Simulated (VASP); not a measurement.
Given:

```yaml
crystal:
  lattice:
    - [3.47146, 0.00000, 0.00000]
    - [0.00000, 3.47146, 0.00000]
    - [0.00000, 0.00000, 3.47146]
  atoms:
    - { symbol: Fe, position: [0.00000, 0.00000, 0.00000], spin: 2.9 }
    - { symbol: Ni, position: [0.00000, 0.50000, 0.50000], spin: 0.6 }
    - { symbol: Ni, position: [0.50000, 0.00000, 0.50000], spin: 0.6 }
    - { symbol: Ni, position: [0.50000, 0.50000, 0.00000], spin: 0.6 }
```

These are PBE GGA, VASP's PBE PAW potentials (set 64) (plane waves; VASP 6.6.1) values and carry that method's errors. Numerical set-up: 520 eV cut-off, 9×9×9 Γ-centred mesh, first-order Methfessel-Paxton smearing of 0.10 eV, potentials Fe Ni.

Question: Give the stress tensor in GPa (positive for a compressed cell).

Answer: 
```
13.31   0.00   0.00
 0.00  13.31   0.00
 0.00   0.00  13.31
```
The pressure is its mean diagonal, 13.31 GPa.

The compound is Ni3Fe in the L1_2 structure. This cell is one point of a volume scan, at 0.94 of the reference volume.
